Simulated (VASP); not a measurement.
An input for Ansatz (written as the equivalent of a VASP run, and not itself run):

Ansatz 0.2 input:
```yaml
crystal:
  lattice:
    - [-1.6371000, 1.6371000, 3.9933000]
    - [1.6371000, -1.6371000, 3.9933000]
    - [1.6371000, 1.6371000, -3.9933000]
  atoms:
    - { symbol: Si, position: [0.6650000, 0.6650000, 0.0000000] }
    - { symbol: Si, position: [0.3350000, 0.3350000, 0.0000000] }
    - { symbol: W, position: [0.0000000, 0.0000000, 0.0000000] }
kpoints:
  mp_grid: { grid: [10, 10, 10] }
hamiltonian:
  xc: pbe
  pseudopotentials: { kind: paw }
scf:
  occupations: { method: methfessel_paxton, width: 0.1 }
  max_iter: 100
output: { forces: true, stress: true, eigenvalues: true }
```

**Question.** Translate this input to VASP (INCAR, KPOINTS, POSCAR, choice of POTCAR).

**Answer.** Several could match; the one computed here: 
File POSCAR:
```
WSi2
7.98660
 -0.2049808429   0.2049808429   0.5000000000
  0.2049808429  -0.2049808429   0.5000000000
  0.2049808429   0.2049808429  -0.5000000000
Si W
2 1
Cartesian
  0.0000000000  -0.0000000000   0.6650000000
  0.0000000000  -0.0000000000   0.3350000000
  0.0000000000   0.0000000000   0.0000000000
```

File KPOINTS:
```
Automatic mesh
0
Gamma
10 10 10
0 0 0
```

INCAR:
```
SYSTEM = WSi2
LCHARG = .False.
ENCUT = 400   ! plane-wave cut-off (eV)
LREAL = .False.
NELM = 100   ! most electronic steps
LASPH = .True.
ISMEAR = 1
GGA = PE
PREC = Accurate
LWAVE = .False.
SIGMA = 0.1   ! width (eV)
LMAXMIX = 6
EDIFF = 1E-6
ALGO = Normal   ! blocked Davidson
ISIF = 2   ! forces and stress, cell fixed
```

POTCAR, in this order: Si W_sv (PBE.64 set). Program: vasp_std.

What does not carry over: each code has its own PAW files, so the cut-off isn't converted (ENCUT is set for VASP's; basis.ecutwfc is left out, and Ansatz then takes the one that its files recommend); Ansatz stops its SCF on the density residual and VASP on the energy change (EDIFF).

The compound is WSi2 in the MoSi2 type structure. The cell was not relaxed at this level.
